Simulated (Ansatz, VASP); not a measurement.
Two plane-wave programs on TaWC2

The input INCAR:

```
SYSTEM = TaWC2
PREC = Accurate
ENCUT = 520
EDIFF = 1E-7
ISMEAR = -1
SIGMA = 0.05
LREAL = .False.
LASPH = .True.
NELM = 80
ALGO = Normal
ISIF = 2
LWAVE = .False.
LCHARG = .False.
GGA = PS
NBANDS = 24
```

KPOINTS

```
Automatic mesh
0
Gamma
  10 10 10
  0 0 0
```

The input POSCAR:

```
TaWC2
1.0
    1.5925398227      0.9194532953      5.1687539453
   -1.5925398227      0.9194532953      5.1687539453
    0.0000000000     -1.8389065907      5.1687539453
W Ta C
1 1 2
Direct
    0.0000000000      0.0000000000      0.0000000000
    0.5000000000      0.5000000000      0.5000000000
    0.2509330000      0.2509330000      0.2509330000
    0.7490670000      0.7490670000      0.7490670000
```

Contents of input.yaml:

```yaml
crystal:
  lattice:
    - [1.5925398227, 0.9194532953, 5.1687539453]
    - [-1.5925398227, 0.9194532953, 5.1687539453]
    - [0.0, -1.8389065907, 5.1687539453]
  atoms:
    - { symbol: W, position: [0.0, 0.0, 0.0] }
    - { symbol: Ta, position: [0.5, 0.5, 0.5] }
    - { symbol: C, position: [0.250933, 0.250933, 0.250933] }
    - { symbol: C, position: [0.749067, 0.749067, 0.749067] }
hamiltonian:
  xc: pbesol
  pseudopotentials: { kind: paw }
kpoints:
  mp_grid: { grid: [10, 10, 10] }
scf:
  occupations: { method: fermi_dirac, width: 0.05 }
output:
  forces: true
  stress: true
  eigenvalues: true
  write_density: true
  write_potential: true
  elf: true
  volumetric_format: npy
```

Change from the starting cell: volume scaled by 1.04.

Alike in both runs: task single point; functional PBEsol; k mesh 10 × 10 × 10; occupations fermi-dirac, width 0.05 eV; no spin polarisation.

|  | VASP | Ansatz |
| --- | --- | --- |
| version | VASP 6.6.1 | Ansatz 0.2.0 |
| potentials or method | VASP PAW PBE potentials, release 64 (W_sv, Ta_pv, C) | Ansatz PAW |
| plane-wave cutoff (eV) | 520 | 420 |
| valence electrons in the cell | 33 | 35 |

VASP gave:

```
gap on the k mesh at the Fermi level (eV)       : none
pressure (GPa)                                  : -21.6
largest component of the traceless stress (GPa) : 0.09
rms of the force components (eV/Å)              : 0.033
```

What did Ansatz give for the same quantities?

gap on the k mesh at the Fermi level (eV): none; pressure (GPa): -22.3; largest component of the traceless stress (GPa): 0.07; rms of the force components (eV/Å): 0.029.

Atom by atom the forces differ by 0.003 eV/Å (rms over components). A gap of «none» marks a metal or a gap that the smearing closes. The two sets of potentials don't hold the same shells in valence.

Caveats: the PAW data sets were made with another functional, which shifts forces and pressure a little (VASP); the PAW data sets come from PBE, with cores solved anew for the run's functional, which leaves a small shift of forces and pressure (Ansatz). The runs have no spin-orbit coupling, so splittings on Ta, W are missing.
